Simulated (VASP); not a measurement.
Method: TPSS meta-GGA, VASP's PBE PAW potentials (set 64) (plane waves; VASP).

A VASP calculation is set up with these files.

**KPOINTS**
```
Automatic mesh
0
Gamma
15 15 15
0 0 0
```

INCAR:
```
SYSTEM=Nb
PREC=Accurate; ENCUT=520; LREAL=.FALSE.
LASPH=.TRUE.
EDIFF=1E-7; NELM=100; ALGO=Normal
LMAXMIX=4; LMIXTAU=.TRUE.
ISMEAR=1; SIGMA=0.1
METAGGA=TPSS
ISIF=2
LWAVE=.FALSE.; LCHARG=.FALSE.
```

**POSCAR**
```
Nb
3.3608780
 -0.5000000091   0.5000000091   0.5000000091
  0.5000000091  -0.5000000091   0.5000000091
  0.5000000091   0.5000000091  -0.5000000091
Nb
1
Direct
  0.0000000000   0.0000000000   0.0000000000
```

POTCAR, in this order: Nb_sv (PBE.64 set). Program: vasp_std.

What VASP printed:

File OSZICAR:
```
       N       E                     dE             d eps       ncg     rms          rms(c)
DAV:   1     0.843675077019E+03    0.84368E+03   -0.14997E+08  2400   0.169E+08
DAV:   2     0.696366496745E+03   -0.14731E+03   -0.94736E+02  2400   0.357E+05
DAV:   3     0.140664762816E+03   -0.55570E+03   -0.54434E+03  4744   0.106E+04
DAV:   4    -0.114259206805E+05   -0.11567E+05   -0.11573E+05  4376   0.276E+04
DAV:   5    -0.216495625514E+04    0.92610E+04   -0.23071E+04  4568   0.344E+04    0.764E+01
DAV:   6    -0.169052406918E+02    0.21481E+04   -0.80014E+02  3134   0.230E+02    0.279E+01
DAV:   7    -0.187102871513E+02   -0.18050E+01   -0.17844E+01  3180   0.489E+01    0.205E+01
DAV:   8    -0.189231279024E+02   -0.21284E+00   -0.23688E+00  3784   0.137E+01    0.143E+01
DAV:   9    -0.190427469942E+02   -0.11962E+00   -0.34333E-01  3248   0.870E+00    0.261E+01
DAV:  10    -0.187309650144E+02    0.31178E+00   -0.11773E+00  2422   0.183E+01    0.688E-01
DAV:  11    -0.188733715719E+02   -0.14241E+00   -0.36004E-01  2408   0.987E+00    0.352E-01
DAV:  12    -0.188746031358E+02   -0.12316E-02   -0.58799E-03  4076   0.101E+00    0.520E-01
DAV:  13    -0.188800768138E+02   -0.54737E-02   -0.64965E-03  3684   0.115E+00    0.528E-01
DAV:  14    -0.188804897331E+02   -0.41292E-03   -0.90555E-04  3102   0.339E-01    0.332E-01
DAV:  15    -0.188806981883E+02   -0.20846E-03   -0.30421E-04  3682   0.267E-01    0.203E-01
DAV:  16    -0.188807657693E+02   -0.67581E-04   -0.30082E-04  3892   0.225E-01    0.477E-02
DAV:  17    -0.188808068534E+02   -0.41084E-04   -0.52283E-05  3784   0.963E-02    0.117E-02
DAV:  18    -0.188808110982E+02   -0.42447E-05   -0.34469E-06  3746   0.228E-02    0.371E-03
DAV:  19    -0.188808113935E+02   -0.29530E-06   -0.98558E-07  3794   0.137E-02    0.409E-03
DAV:  20    -0.188808122593E+02   -0.86584E-06   -0.12294E-07  1428   0.640E-03    0.267E-03
DAV:  21    -0.188808120802E+02    0.17914E-06   -0.36740E-08  1334   0.414E-03    0.205E-03
DAV:  22    -0.188808121149E+02   -0.34712E-07   -0.35576E-08  1326   0.319E-03
   1 F= -.18880812E+02 E0= -.18880319E+02  d E =-.147822E-02
```

### OUTCAR
```
------------------------ aborting loop because EDIFF is reached ----------------------------------------
  FORCE on cell =-STRESS in cart. coord.  units (eV):
  Direction    XX          YY          ZZ          XY          YZ          ZX
  --------------------------------------------------------------------------------------
  Total       -1.1097466     -1.1097466     -1.1097466     -0.0000000      0.0000000     -0.0000000
  in kB      -93.6712098    -93.6712098    -93.6712098     -0.0000000      0.0000000     -0.0000000
  external PRESSURE =     -93.6712098 kB  Pullay stress =       0.0000000 kB
  volume of cell :       18.98
      direct lattice vectors                 reciprocal lattice vectors
    -1.680439031  1.680439031  1.680439031     0.000000000  0.297541292  0.297541292
     1.680439031 -1.680439031  1.680439031     0.297541292  0.000000000  0.297541292
     1.680439031  1.680439031 -1.680439031     0.297541292  0.297541292  0.000000000
 POSITION                                       TOTAL-FORCE (eV/Angst)
 -----------------------------------------------------------------------------------
      0.00000      0.00000      0.00000        -0.000000      0.000000      0.000000
 -----------------------------------------------------------------------------------
    total drift:                                0.000000      0.000000      0.000000
  FREE ENERGIE OF THE ION-ELECTRON SYSTEM (eV)
  ---------------------------------------------------
  free  energy   TOTEN  =       -18.8808121149 eV

  energy  without entropy=      -18.8793338987  energy(sigma->0) =      -18.88031938
```
(Selected blocks of OUTCAR.)

The compound is Nb in the bcc structure. This cell is one point of a volume scan, at 1.06 of the reference volume.
